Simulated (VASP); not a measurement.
Here is a VASP 6.6.1 calculation.

File INCAR:

```
PREC = Accurate
ENCUT = 600
EDIFF = 1E-7
ISMEAR = 0
SIGMA = 0.03
LREAL = F
LASPH = T
NELM = 80
ALGO = Normal
ISIF = 3
LWAVE = F
LCHARG = F
GGA = PE
IBRION = 2
NSW = 90
EDIFFG = -0.005
```

File KPOINTS:

```
regular mesh
0
Gamma
  10 10 10
```

File POSCAR:

```
InAs                                    
1.0
    0.0000000000      3.0941320029      3.0941320029
    3.0941320029      0.0000000000      3.0941320029
    3.0941320029      3.0941320029     -0.0000000000
  In              As            
     1     1
Direct
     0.0000000000000000    0.0000000000000000    0.0000000000000000
     0.2500000000000000    0.2500000000000000    0.2500000000000000
```

Potentials or basis: VASP PAW PBE potentials, release 64 (In_d, As).

Run with:

```console
$ cat potpaw_PBE.64/In_d/POTCAR potpaw_PBE.64/As/POTCAR > POTCAR
$ mpirun -np 1 vasp_std > vasp.out
```

(1) Predict the band gap on the k mesh.

## Answers

(1) none (metal or under the smearing width).

Caveat: the relaxation stopped at its first step, so nothing moved; this crystal is a semiconductor, whose small gap the functional closes, so the metal is an error of the method.
